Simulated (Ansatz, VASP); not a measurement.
# SrLiBr3 in two plane-wave programs, part 2 of 3

Wanted: the spread between two codes on one cell, functional and k mesh. The cell is generated by rule, not measured, and may not be a known phase. The cell is taken from a series of runs on this material, whose earlier steps may have relaxed, scaled, displaced or heated it; both programs get it as it stands.

VASP 6.6.1 and Ansatz 0.2.0.

So far: The structure; VASP: zone-centre phonons, LDA.

**2. VASP: zone-centre phonons, LDA (continued)**

Level of this step: LDA; plane waves and PAW (Sr_sv, Li_sv, Br); invented cell (VASP).

Parts of OUTCAR (step 2):

```text
ion  position               nearest neighbor table
   1  0.000  0.000  0.000-   3 3.49   4 3.49   5 3.49   3 3.49   5 3.49   3 3.49   4 3.49   3 3.49
                             4 3.49   5 3.49   5 3.49   4 3.49
   2  0.500  0.500  0.500-   3 2.47   4 2.47   5 2.47   4 2.47   5 2.47   3 2.47
   3  0.000  0.500  0.500-   2 2.47   2 2.47   1 3.49   1 3.49   1 3.49   1 3.49
   4  0.500  0.500  0.000-   2 2.47   2 2.47   1 3.49   1 3.49   1 3.49   1 3.49
   5  0.500  0.000  0.500-   2 2.47   2 2.47   1 3.49   1 3.49   1 3.49   1 3.49

  LATTYP: Found a simple cubic cell.
 ALAT       =     4.9372379283

 Subroutine GETGRP returns: Found 48 space group operations
 (whereof 48 operations were pure point group operations)

The static configuration has the point symmetry O_h .

 Found     10 irreducible k-points:

   k-points           NKPTS =     10   k-points in BZ     NKDIM =     10   number of bands    NBANDS=     23

   dimension x,y,z NGX =    48 NGY =   48 NGZ =   48
   dimension x,y,z NGXF=    96 NGYF=   96 NGZF=   96

   ENCUT  =  750.0 eV  55.12 Ry    7.42 a.u.  11.02 11.02 11.02*2*pi/ulx,y,z

   NELECT =      34.0000    total number of electrons

 k-points in reciprocal lattice and weights: Automatic mesh
   0.00000000  0.00000000  0.00000000       0.016
   0.25000000  0.00000000  0.00000000       0.094
   0.50000000  0.00000000  0.00000000       0.047
   0.25000000  0.25000000  0.00000000       0.188
   0.50000000  0.25000000  0.00000000       0.188
   0.50000000  0.50000000  0.00000000       0.047
   0.25000000  0.25000000  0.25000000       0.125
   0.50000000  0.25000000  0.25000000       0.188
   0.50000000  0.50000000  0.25000000       0.094
   0.50000000  0.50000000  0.50000000       0.016

 average (electrostatic) potential at core
       1 -38.8503       2 -63.9001       3 -68.2569       4 -68.2569       5 -68.2569

  Total        0.0662689      0.0662689      0.0662689     -0.0000000     -0.0000000      0.0000000
  in kB        0.8822029      0.8822029      0.8822029     -0.0000000     -0.0000000      0.0000000
  external PRESSURE =       0.8822029 kB  Pullay stress =       0.0000000 kB

  energy-cutoff  :      750.00
  volume of cell :      120.35
      direct lattice vectors                 reciprocal lattice vectors
     4.937237928  0.000000000  0.000000000     0.202542396  0.000000000  0.000000000
     0.000000000  4.937237928  0.000000000     0.000000000  0.202542396  0.000000000
     0.000000000  0.000000000  4.937237928     0.000000000  0.000000000  0.202542396

 POSITION                                       TOTAL-FORCE (eV/Angst)
 -----------------------------------------------------------------------------------
      0.00000      0.00000      0.00000         0.000000      0.000000      0.000000
      2.46862      2.46862      2.46862         0.000000      0.000000      0.000000
      0.00000      2.46862      2.46862         0.000000      0.000000      0.000000
      2.46862      2.46862      0.00000         0.000000      0.000000      0.000000
      2.46862      0.00000      2.46862         0.000000      0.000000      0.000000
 -----------------------------------------------------------------------------------
    total drift:                                0.000000     -0.000000     -0.000000

 Eigenvectors and eigenvalues of the dynamical matrix
 ----------------------------------------------------

   1 f  =   10.872730 THz    68.315376 2PiTHz  362.675226 cm-1    44.965977 meV
             X         Y         Z           dx          dy          dz
      0.000000  0.000000  0.000000     0.000468    0.006529   -0.000000
      2.468619  2.468619  2.468619    -0.067905   -0.947969    0.000000
      0.000000  2.468619  2.468619     0.022084   -0.024068    0.000000
      2.468619  2.468619  0.000000    -0.001724   -0.024068   -0.000000
      2.468619  0.000000  2.468619    -0.001724    0.308299    0.000000

   2 f  =   10.872730 THz    68.315376 2PiTHz  362.675226 cm-1    44.965977 meV
             X         Y         Z           dx          dy          dz
      0.000000  0.000000  0.000000     0.000000   -0.000000   -0.006545
      2.468619  2.468619  2.468619     0.000000    0.000000    0.950398
      0.000000  2.468619  2.468619    -0.000000    0.000000    0.024130
      2.468619  2.468619  0.000000     0.000000    0.000000   -0.309089
      2.468619  0.000000  2.468619     0.000000   -0.000000    0.024130

   3 f  =   10.872730 THz    68.315376 2PiTHz  362.675226 cm-1    44.965977 meV
             X         Y         Z           dx          dy          dz
      0.000000  0.000000  0.000000    -0.006529    0.000468    0.000000
      2.468619  2.468619  2.468619     0.947969   -0.067905   -0.000000
      0.000000  2.468619  2.468619    -0.308299   -0.001724   -0.000000
      2.468619  2.468619  0.000000     0.024068   -0.001724    0.000000
      2.468619  0.000000  2.468619     0.024068    0.022084   -0.000000

   4 f  =    3.760674 THz    23.629010 2PiTHz  125.442575 cm-1    15.552890 meV
             X         Y         Z           dx          dy          dz
      0.000000  0.000000  0.000000    -0.003314   -0.005008    0.062278
      2.468619  2.468619  2.468619     0.014592    0.022050   -0.274194
      0.000000  2.468619  2.468619     0.041738   -0.030969    0.385105
      2.468619  2.468619  0.000000    -0.020494   -0.030969   -0.784292
      2.468619  0.000000  2.468619    -0.020494    0.063070    0.385105

   5 f  =    3.760674 THz    23.629010 2PiTHz  125.442575 cm-1    15.552890 meV
             X         Y         Z           dx          dy          dz
      0.000000  0.000000  0.000000     0.034767    0.051670    0.006005
      2.468619  2.468619  2.468619    -0.153070   -0.227491   -0.026440
      0.000000  2.468619  2.468619    -0.437835    0.319510    0.037135
      2.468619  2.468619  0.000000     0.214987    0.319510   -0.075628
      2.468619  0.000000  2.468619     0.214987   -0.650704    0.037135

   6 f  =    3.760674 THz    23.629010 2PiTHz  125.442575 cm-1    15.552890 meV
             X         Y         Z           dx          dy          dz
      0.000000  0.000000  0.000000    -0.051912    0.034924    0.000046
      2.468619  2.468619  2.468619     0.228557   -0.153764   -0.000202
      0.000000  2.468619  2.468619     0.653753    0.215961    0.000284
      2.468619  2.468619  0.000000    -0.321007    0.215961   -0.000578
      2.468619  0.000000  2.468619    -0.321007   -0.439819    0.000284

   7 f  =    0.961302 THz     6.040038 2PiTHz   32.065580 cm-1     3.975623 meV
             X         Y         Z           dx          dy          dz
      0.000000  0.000000  0.000000     0.000000   -0.000000   -0.000000
      2.468619  2.468619  2.468619     0.000000   -0.000000   -0.000000
      0.000000  2.468619  2.468619     0.000000    0.055970   -0.704888
      2.468619  2.468619  0.000000    -0.000380   -0.055970   -0.000000
      2.468619  0.000000  2.468619     0.000380   -0.000000    0.704888

   8 f  =    0.961302 THz     6.040038 2PiTHz   32.065580 cm-1     3.975623 meV
             X         Y         Z           dx          dy          dz
      0.000000  0.000000  0.000000    -0.000000   -0.000000   -0.000000
      2.468619  2.468619  2.468619    -0.000000   -0.000000    0.000000
      0.000000  2.468619  2.468619    -0.000000   -0.703014   -0.055793
      2.468619  2.468619  0.000000    -0.051565    0.703014   -0.000000
      2.468619  0.000000  2.468619     0.051565   -0.000000    0.055793

   9 f  =    0.961302 THz     6.040038 2PiTHz   32.065580 cm-1     3.975623 meV
             X         Y         Z           dx          dy          dz
      0.000000  0.000000  0.000000    -0.000000    0.000000   -0.000000
      2.468619  2.468619  2.468619    -0.000000   -0.000000   -0.000000
      0.000000  2.468619  2.468619    -0.000000   -0.051374   -0.004460
      2.468619  2.468619  0.000000     0.705224    0.051374   -0.000000
      2.468619  0.000000  2.468619    -0.705224    0.000000    0.004460

  10 f/i=    0.089076 THz     0.559681 2PiTHz    2.971256 cm-1     0.368389 meV
             X         Y         Z           dx          dy          dz
      0.000000  0.000000  0.000000    -0.472701    0.227150    0.015338
      2.468619  2.468619  2.468619    -0.120353    0.057834    0.003905
      0.000000  2.468619  2.468619    -0.428981    0.212132    0.014324
      2.468619  2.468619  0.000000    -0.441448    0.212132    0.013920
      2.468619  0.000000  2.468619    -0.441448    0.206141    0.014324

  11 f/i=    0.089076 THz     0.559681 2PiTHz    2.971256 cm-1     0.368389 meV
             X         Y         Z           dx          dy          dz
      0.000000  0.000000  0.000000    -0.226060   -0.472490    0.030473
      2.468619  2.468619  2.468619    -0.057557   -0.120299    0.007759
      0.000000  2.468619  2.468619    -0.205152   -0.441251    0.028458
      2.468619  2.468619  0.000000    -0.211114   -0.441251    0.027654
      2.468619  0.000000  2.468619    -0.211114   -0.428790    0.028458

  12 f/i=    0.089076 THz     0.559681 2PiTHz    2.971256 cm-1     0.368389 meV
             X         Y         Z           dx          dy          dz
      0.000000  0.000000  0.000000    -0.027006   -0.020846   -0.523560
      2.468619  2.468619  2.468619    -0.006876   -0.005307   -0.133302
      0.000000  2.468619  2.468619    -0.024508   -0.019467   -0.488944
      2.468619  2.468619  0.000000    -0.025220   -0.019467   -0.475136
      2.468619  0.000000  2.468619    -0.025220   -0.018918   -0.488944

  13 f/i=    1.707785 THz    10.730333 2PiTHz   56.965592 cm-1     7.062830 meV
             X         Y         Z           dx          dy          dz
      0.000000  0.000000  0.000000    -0.305392    0.784638   -0.108828
      2.468619  2.468619  2.468619     0.019758   -0.050765    0.007041
      0.000000  2.468619  2.468619     0.085819   -0.306041    0.042447
      2.468619  2.468619  0.000000     0.119115   -0.306041    0.030582
      2.468619  0.000000  2.468619     0.119115   -0.220493    0.042447

  14 f/i=    1.707785 THz    10.730333 2PiTHz   56.965592 cm-1     7.062830 meV
             X         Y         Z           dx          dy          dz
      0.000000  0.000000  0.000000    -0.792050   -0.304298    0.028686
      2.468619  2.468619  2.468619     0.051244    0.019688   -0.001856
      0.000000  2.468619  2.468619     0.222576    0.118689   -0.011189
      2.468619  2.468619  0.000000     0.308932    0.118689   -0.008061
      2.468619  0.000000  2.468619     0.308932    0.085512   -0.011189

  15 f/i=    1.707785 THz    10.730333 2PiTHz   56.965592 cm-1     7.062830 meV
             X         Y         Z           dx          dy          dz
      0.000000  0.000000  0.000000     0.012495   -0.111849   -0.841485
      2.468619  2.468619  2.468619    -0.000808    0.007236    0.054443
      0.000000  2.468619  2.468619    -0.003511    0.043626    0.328213
      2.468619  2.468619  0.000000    -0.004874    0.043626    0.236468
      2.468619  0.000000  2.468619    -0.004874    0.031431    0.328213

 ELASTIC MODULI CONTR FROM IONIC RELAXATION (kBar)
 Direction    XX          YY          ZZ          XY          YZ          ZX
 --------------------------------------------------------------------------------
 XX           0.0000      0.0000      0.0000      0.0000      0.0000      0.0000
 YY           0.0000      0.0000      0.0000      0.0000      0.0000      0.0000
 ZZ           0.0000      0.0000      0.0000      0.0000      0.0000      0.0000
 XY           0.0000      0.0000      0.0000      0.0000      0.0000      0.0000
 YZ           0.0000      0.0000      0.0000      0.0000      0.0000      0.0000
 ZX           0.0000      0.0000      0.0000      0.0000      0.0000      0.0000
 --------------------------------------------------------------------------------
```

Energies printed during the response cycles are not total energies of the cell.

(Part 2 of 3 ends here.)

[Lines on the potential files, build, host, timing and source positions are cut from VASP's logs without a mark.]

[Logs are printed without paths, hosts, clocks, repeated set-up lines and the standing remarks that a program may print on its own settings, such as how far it seeks lower states.]

[Hosts, paths, dates, database ids (printed as entryN), source tags and the programs' standing remarks are cut or masked in the printed files.]
